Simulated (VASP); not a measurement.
An input for Quantum ESPRESSO's pw.x (written as the equivalent of a VASP run, and not itself run):

```
&CONTROL
  calculation = 'vc-relax'
  pseudo_dir = './pseudo'
  outdir = './out'
  tprnfor = .true.
  tstress = .true.
  nstep = 40
  forc_conv_thr = 0.00078
/
&SYSTEM
  ibrav = 0
  nat = 2
  ntyp = 2
  ecutwfc = 84
  occupations = 'smearing'
  smearing = 'gaussian'
  degauss = 0.003675
  input_dft = 'pbesol'
/
&ELECTRONS
  conv_thr = 7.3e-08
  electron_maxstep = 100
/
&IONS
/
&CELL
  press = 200
/
ATOMIC_SPECIES
  Mg 24.305 Mg.upf
  Te 127.600 Te.upf
CELL_PARAMETERS angstrom
    -0.0000000    2.9176492    2.9176492
     2.9176492    0.0000000    2.9176492
     2.9176492    2.9176492   -0.0000000
ATOMIC_POSITIONS crystal
  Mg   0.0000000  0.0000000  0.0000000
  Te   0.2500000  0.2500000  0.2500000
K_POINTS automatic
  8 8 8 0 0 0
```

Problem. Translate this input to VASP (INCAR, KPOINTS, POSCAR, choice of POTCAR).

Solution. This is not unique; one that fits is 
### INCAR
```
SYSTEM = MgTe
PREC = Accurate; ENCUT = 500; LREAL = .False.
LASPH = .True.
EDIFF = 1E-6; NELM = 100; ALGO = Normal
LMAXMIX = 4
ISMEAR = 0; SIGMA = 0.05
GGA = PS
IBRION = 2; NSW = 40; ISIF = 3
EDIFFG = -0.02; PSTRESS = 200
LWAVE = .False.; LCHARG = .False.
```

KPOINTS:
```
Automatic mesh
0
G
 8 8 8
```

**POSCAR**
```
MgTe
1
   -0.0000000000     2.9176491622     2.9176491622
    2.9176491622     0.0000000000     2.9176491622
    2.9176491622     2.9176491622    -0.0000000000
Mg Te
1 1
Direct
  0.0000000000   0.0000000000   0.0000000000
  0.2500000000   0.2500000000   0.2500000000
```

POTCAR, in this order: Mg Te (PBE.64 set). Program: vasp_std.

What does not carry over: the potentials are each code's own (VASP's PAW set, PseudoDojo norm-conserving files in pw.x), so ENCUT and ecutwfc are chosen apart and not converted; conv_thr bounds pw.x's estimated SCF error, while EDIFF bounds the energy change between steps; forc_conv_thr acts on force components and is met together with etot_conv_thr.

The structure was generated: MgTe was put into the zinc blende type (F-43m), which need not be its known phase. It was relaxed first under an external pressure of 20 GPa.
